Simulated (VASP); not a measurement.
# GW-BSE spectrum of SiO2, part 2 of 3

Wanted: the lowest vertical excitons of SiO2 and its absorption. The cell has space group I-42d. The start is a cell from a database of measured crystal structures.

VASP 6.6.1, plane waves and PAW; the level of theory is named at each step.

So far. Step 2 (Ground state): The cell has a gap of 5.82 eV on mesh and path and a pressure of -5.1 GPa, which holds the misfit of the given cell and coordinates with this functional, and any error of cutoff, mesh and data sets. Forces of up to 0.25 eV/Å remain in these settings. Step 3 (Empty bands): WAVECAR now holds 192 bands for 32 electrons. Its independent-particle dielectric tensor has xx, yy, zz = 2.5, 2.5, 2.5 on this mesh, which isn't tested for convergence in mesh or bands and lacks local fields.

## 4. G0W0

This step: G0W0 on LDA; plane waves and PAW (Si_GW, O_GW) (VASP 6.6.1).

G0W0 keeps orbitals and screening fixed and shifts each of the lowest NBANDSGW levels once. LWAVE keeps the quasiparticle levels in WAVECAR, and the W files hold the screened interaction for the next step.

The input, INCAR:

```
SYSTEM = SiO2
PREC = Accurate
ENCUT = 440
ISMEAR = 0
SIGMA = 0.01
LREAL = .FALSE.
GGA = CA
NBANDS = 192
ALGO = EVGW0
NELMGW = 1
ENCUTGW = 100
NOMEGA = 48
PRECFOCK = Fast
NBANDSGW = 24
LWAVE = .TRUE.
LCHARG = .FALSE.
```

The input, POSCAR:

```
SiO2
1.0
   -2.3740500000      2.3740500000      3.7440000000
    2.3740500000     -2.3740500000      3.7440000000
    2.3740500000      2.3740500000     -3.7440000000
Si O
2 4
Direct
    0.0000000000      0.0000000000      0.0000000000
    0.7500000000      0.2500000000      0.5000000000
    0.9983800000      0.6250000000      0.8733800000
    0.3750000000      0.2483800000      0.3733800000
    0.7516200000      0.1250000000      0.1266200000
    0.8750000000      0.0016200000      0.6266200000
```

The input, KPOINTS:

```
Automatic mesh
0
Gamma
6 6 6
0 0 0
```

The projector-augmented-wave data sets are Si_GW and O_GW (LDA family, release 64).

Command:

```console
mpirun -np 8 vasp_std
```

The log of the run:

```text
[banner, memory and clock lines left out]
running    8 mpi-ranks, on    1 nodes
 distrk:  each k-point on    8 cores,    1 groups
 distr:  one band on    1 cores,    8 groups

 POSCAR found type information on POSCAR SiO
 POSCAR found :  2 types and       6 ions
 [... a notice as in an earlier step ...]

|                                                                             |
|           W    W    AA    RRRRR   N    N  II  N    N   GGGG   !!!           |
|           W    W   A  A   R    R  NN   N  II  NN   N  G    G  !!!           |
|           W    W  A    A  R    R  N N  N  II  N N  N  G       !!!           |
|           W WW W  AAAAAA  RRRRR   N  N N  II  N  N N  G  GGG   !            |
|           WW  WW  A    A  R   R   N   NN  II  N   NN  G    G                |
|           W    W  A    A  R    R  N    N  II  N    N   GGGG   !!!           |
|                                                                             |
|     The default for ENCUTGWSOFT is different in this version of VASP.       |
|     please manually set ENCUTGWSOFT =100 in the INCAR file.                 |
|                                                                             |

 LDA part: xc-table for (Slater(with rela. corr.)+CA(PZ))
 , standard interpolation
 found WAVECAR, reading the header
 POSCAR, INCAR and KPOINTS ok, starting setup
 FFT: planning ... GRIDC
 FFT: planning ... GRID_SOFT
 FFT: planning ... GRID
 reading WAVECAR
 the WAVECAR file was read successfully
 initial charge from wavefunction
 available memory per node:     58.49 GB, setting MAXMEM to     59898

 The Fermi energy was updated, please check that it is located mid-gap
 values below the HOMO (VB) or above the LUMO (CB) will cause erroneous energies
 E-fermi :   2.3669

 calculate exact exchange contribution
 the WAVEDER file was read successfully
energies w=
    0.000    0.000    0.685    0.000    1.367    0.000    2.044    0.000
    2.713    0.000    3.373    0.000    4.021    0.000    4.658    0.000
    5.284    0.000    5.897    0.000    6.500    0.000    7.093    0.000
    7.678    0.000    8.255    0.000    8.827    0.000    9.396    0.000
    9.965    0.000   10.534    0.000   11.107    0.000   11.686    0.000
   12.275    0.000   12.876    0.000   13.493    0.000   14.130    0.000
   14.791    0.000   15.482    0.000   16.208    0.000   16.976    0.000
   17.794    0.000   18.673    0.000   19.623    0.000   20.659    0.000
   21.799    0.000   23.065    0.000   24.487    0.000   26.100    0.000
   27.953    0.000   30.114    0.000   32.671    0.000   35.755    0.000
   39.551    0.000   44.346    0.000   50.597    0.000   59.082    0.000
   71.241    0.000   90.078    0.000  123.059    0.000  195.328    0.000
 responsefunction array rank=     208
 LDA part: xc-table for (Slater(with rela. corr.)+CA(PZ))
 , standard interpolation

 min. memory requirement per mpi rank    472.8 MB, per node   3782.5 MB

 allocating   6 responsefunctions rank=   208
 shmem allocating  48 responsefunctions rank=   208
 response function shared by NCSHMEM nodes    1
 Doing            6  frequencies on each core in blocks of           48
NQ=   1    0.0000    0.0000    0.0000,
|.........|.........|.........|.........|.........|.........|.........|.........
 performed       1492000 updates of chi_q(r,r)
 total number of BLAS operations        382.70 Gflops
NQ=   2    0.1667    0.0000    0.0000,
|.........|.........|.........|.........|.........|.........|.........|.........
 performed       4330000 updates of chi_q(r,r)
 total number of BLAS operations       1159.88 Gflops
NQ=   3    0.3333   -0.0000    0.0000,
|.........|.........|.........|.........|.........|.........|.........|.........
 performed       7168000 updates of chi_q(r,r)
 total number of BLAS operations       1971.05 Gflops
NQ=   4    0.5000    0.0000    0.0000,
|.........|.........|.........|.........|.........|.........|.........|.........
 performed       9361000 updates of chi_q(r,r)
 total number of BLAS operations       2591.24 Gflops
NQ=   5    0.1667    0.1667    0.0000,
|.........|.........|.........|.........|.........|.........|.........|.........
 performed      11941000 updates of chi_q(r,r)
 total number of BLAS operations       3352.25 Gflops
NQ=   6    0.3333    0.1667    0.0000,
|.........|.........|.........|.........|.........|.........|.........|.........
 performed      15148000 updates of chi_q(r,r)
 total number of BLAS operations       4288.26 Gflops
NQ=   7    0.5000    0.1667    0.0000,
|.........|.........|.........|.........|.........|.........|.........|.........
 performed      18355000 updates of chi_q(r,r)
 total number of BLAS operations       5195.09 Gflops
NQ=   8   -0.3333    0.1667   -0.0000,
|.........|.........|.........|.........|.........|.........|.........|.........
 performed      21562000 updates of chi_q(r,r)
 total number of BLAS operations       6131.09 Gflops
NQ=   9   -0.1667    0.1667    0.0000,
|.........|.........|.........|.........|.........|.........|.........|.........
 performed      23773000 updates of chi_q(r,r)
 total number of BLAS operations       6723.67 Gflops
NQ=  10    0.3333    0.3333    0.0000,
|.........|.........|.........|.........|.........|.........|.........|.........
 performed      26353000 updates of chi_q(r,r)
 total number of BLAS operations       7508.65 Gflops
NQ=  11    0.5000    0.3333    0.0000,
|.........|.........|.........|.........|.........|.........|.........|.........
 performed      29560000 updates of chi_q(r,r)
 total number of BLAS operations       8464.37 Gflops
NQ=  12   -0.3333    0.3333    0.0000,
|.........|.........|.........|.........|.........|.........|.........|.........
 performed      31771000 updates of chi_q(r,r)
 total number of BLAS operations       9144.13 Gflops
NQ=  13    0.5000    0.5000    0.0000,
|.........|.........|.........|.........|.........|.........|.........|.........
 performed      33522000 updates of chi_q(r,r)
 total number of BLAS operations       9738.58 Gflops
NQ=  14    0.1667    0.1667    0.1667,
|.........|.........|.........|.........|.........|.........|.........|.........
 performed      36102000 updates of chi_q(r,r)
 total number of BLAS operations      10499.60 Gflops
NQ=  15    0.3333    0.1667    0.1667,
|.........|.........|.........|.........|.........|.........|.........|.........
 performed      38682000 updates of chi_q(r,r)
 total number of BLAS operations      11308.92 Gflops
NQ=  16   -0.1667    0.1667    0.1667,
|.........|.........|.........|.........|.........|.........|.........|.........
 performed      40893000 updates of chi_q(r,r)
 total number of BLAS operations      11961.22 Gflops
NQ=  17    0.3333    0.3333    0.1667,
|.........|.........|.........|.........|.........|.........|.........|.........
 performed      42846000 updates of chi_q(r,r)
 total number of BLAS operations      12549.48 Gflops
NQ=  18   -0.3333    0.3333    0.1667,
|.........|.........|.........|.........|.........|.........|.........|.........
 performed      45500000 updates of chi_q(r,r)
 total number of BLAS operations      13332.24 Gflops
NQ=  19   -0.1667    0.3333    0.1667,
|.........|.........|.........|.........|.........|.........|.........|.........
 performed      48338000 updates of chi_q(r,r)
 total number of BLAS operations      14143.40 Gflops
NQ=  20    0.5000    0.5000    0.1667,
|.........|.........|.........|.........|.........|.........|.........|.........
 performed      50549000 updates of chi_q(r,r)
 total number of BLAS operations      14768.80 Gflops
NQ=  21   -0.3333    0.5000    0.1667,
|.........|.........|.........|.........|.........|.........|.........|.........
 performed      53756000 updates of chi_q(r,r)
 total number of BLAS operations      15695.03 Gflops
NQ=  22   -0.1667    0.5000    0.1667,
|.........|.........|.........|.........|.........|.........|.........|.........
 performed      56594000 updates of chi_q(r,r)
 total number of BLAS operations      16540.89 Gflops
NQ=  23   -0.3333   -0.3333    0.1667,
|.........|.........|.........|.........|.........|.........|.........|.........
 performed      59174000 updates of chi_q(r,r)
 total number of BLAS operations      17317.84 Gflops
NQ=  24   -0.1667   -0.3333    0.1667,
|.........|.........|.........|.........|.........|.........|.........|.........
 performed      62012000 updates of chi_q(r,r)
 total number of BLAS operations      18181.32 Gflops
NQ=  25   -0.1667   -0.1667    0.1667,
|.........|.........|.........|.........|.........|.........|.........|.........
 performed      63763000 updates of chi_q(r,r)
 total number of BLAS operations      18665.95 Gflops
NQ=  26   -0.3333    0.3333    0.3333,
|.........|.........|.........|.........|.........|.........|.........|.........
 performed      65974000 updates of chi_q(r,r)
 total number of BLAS operations      19304.73 Gflops
NQ=  27    0.5000    0.5000    0.3333,
|.........|.........|.........|.........|.........|.........|.........|.........
 performed      68185000 updates of chi_q(r,r)
 total number of BLAS operations      19943.51 Gflops
NQ=  28   -0.3333    0.5000    0.3333,
|.........|.........|.........|.........|.........|.........|.........|.........
 performed      71023000 updates of chi_q(r,r)
 total number of BLAS operations      20798.16 Gflops
NQ=  29   -0.3333   -0.3333    0.3333,
|.........|.........|.........|.........|.........|.........|.........|.........
 performed      72774000 updates of chi_q(r,r)
 total number of BLAS operations      21325.38 Gflops
NQ=  30    0.5000    0.5000    0.5000,
|.........|.........|.........|.........|.........|.........|.........|.........
 performed      74266000 updates of chi_q(r,r)
 total number of BLAS operations      21793.63 Gflops
 resolving degeneracies of screened two electron integrals

 calculate QP shifts <psi_nk| G(iteration)W_0 |psi_nk>: iteration 1
 writing wavefunctions
 entering main loop
```

Elapsed: 21 min, on 8 MPI ranks of Intel Xeon Platinum 8488C (Sapphire Rapids), shared host; peak memory 3.9 GiB; 2.8 h of CPU time.

Parts of OUTCAR (step 4):

```text
 Found     30 irreducible k-points:

   k-points           NKPTS =     30   k-points in BZ     NKDIM =    216   number of bands    NBANDS=    192

   NELECT =      32.0000    total number of electrons

 E-fermi :   2.3669

 QP shifts <psi_nk| G(iteration)W_0 |psi_nk>: iteration 1
 for sc-GW calculations column KS-energies equals QP-energies in previous step
 and V_xc(KS)=  KS-energies - (<T + V_ion + V_H > + <T+V_H+V_ion>^1  + <V_x>^1)
 k-point   1 :       0.0000    0.0000    0.0000
  band No.  KS-energies  QP-energies   sigma(KS)   V_xc(KS)     V^pw_x(r,r')   Z            occupation Imag(sigma)
    ...
     13      -1.8854      -3.4429     -20.9500     -19.0033     -24.8511       0.8001       2.0000       0.0810
     14      -1.5659      -3.2342     -20.7123     -18.6123     -24.7004       0.7944       2.0000       0.0814
     15      -0.5443      -2.0626     -21.2584     -19.3650     -25.1882       0.8019       2.0000       0.0747
     16      -0.5443      -2.0626     -21.2584     -19.3650     -25.1882       0.8019       2.0000       0.0747
     17       5.2782       6.7873      -8.8635     -10.6073      -5.8259       0.8654       0.0000      -0.0492
     18       7.8794       9.7660      -7.9609     -10.1562      -4.4976       0.8594       0.0000      -0.0601
     19      10.5267      12.8022      -9.3399     -12.0466      -5.4386       0.8407       0.0000      -0.0741
     20      10.5267      12.8022      -9.3399     -12.0466      -5.4386       0.8407       0.0000      -0.0741
    ...

 k-point   2 :       0.1667    0.0000    0.0000
  band No.  KS-energies  QP-energies   sigma(KS)   V_xc(KS)     V^pw_x(r,r')   Z            occupation Imag(sigma)
    ...
     13      -1.8825      -3.4647     -20.7933     -18.8145     -24.6926       0.7996       2.0000       0.0816
     14      -1.4784      -3.1086     -20.8485     -18.8026     -24.8177       0.7968       2.0000       0.0801
     15      -0.5892      -2.1136     -21.2045     -19.3029     -25.1309       0.8017       2.0000       0.0749
     16      -0.5806      -2.0983     -21.2882     -19.3952     -25.2245       0.8018       2.0000       0.0751
     17       5.7338       7.3114      -9.1787     -11.0064      -6.1612       0.8631       0.0000      -0.0507
     18       8.1568      10.0807      -8.1592     -10.4040      -4.6866       0.8570       0.0000      -0.0607
     19       9.7589      11.9563      -9.2440     -11.8425      -5.5125       0.8456       0.0000      -0.0685
     20      10.1752      12.4174      -9.5586     -12.2283      -5.8224       0.8399       0.0000      -0.0721
    ...

 k-point   3 :       0.3333   -0.0000    0.0000
  band No.  KS-energies  QP-energies   sigma(KS)   V_xc(KS)     V^pw_x(r,r')   Z            occupation Imag(sigma)
    ...
     13      -1.8569      -3.4951     -20.5929     -18.5381     -24.5312       0.7972       2.0000       0.0829
     14      -1.3306      -2.9020     -21.1539     -19.1864     -25.1153       0.7986       2.0000       0.0793
     15      -0.7069      -2.2190     -21.3441     -19.4532     -25.2897       0.7997       2.0000       0.0761
     16      -0.6820      -2.2198     -21.0567     -19.1357     -24.9718       0.8005       2.0000       0.0751
     17       6.7777       8.5251      -9.6222     -11.6579      -6.5238       0.8584       0.0000      -0.0550
     18       8.8152      10.7991      -8.5318     -10.8585      -5.0753       0.8527       0.0000      -0.0625
     19       9.0087      11.0432      -8.9761     -11.3684      -5.4727       0.8504       0.0000      -0.0644
     20       9.7316      11.9619     -10.0462     -12.7046      -6.5089       0.8389       0.0000      -0.0691
    ...

[... 8 parts as in an earlier step ...]

[... 5 further parts left out ...]
```

This step gave:

| Property | Result |
| --- | --- |
| quasiparticle gap on the mesh | 8.850 eV |
| smallest direct quasiparticle gap on the mesh | 8.850 eV |
| gap of the starting orbitals on the mesh | 5.822 eV |

GW takes the gap from 5.822 to 8.850 eV. The value holds for 192 bands, ENCUTGW = 100 eV and this mesh, and isn't shown to be converged in them.

[end of part 2 of 3]

[Lines on the potential files, build, host, timing and source positions are cut from VASP's logs without a mark.]

[Logs are printed without paths, hosts, clocks, repeated set-up lines and the standing remarks that a program may print on its own settings, such as how far it seeks lower states.]

[Hosts, paths, dates, database ids (printed as entryN), source tags and the programs' standing remarks are cut or masked in the printed files.]

[Pressures printed for these runs are not shown converged in the cutoff: they can be off by several GPa and have the wrong sign.]
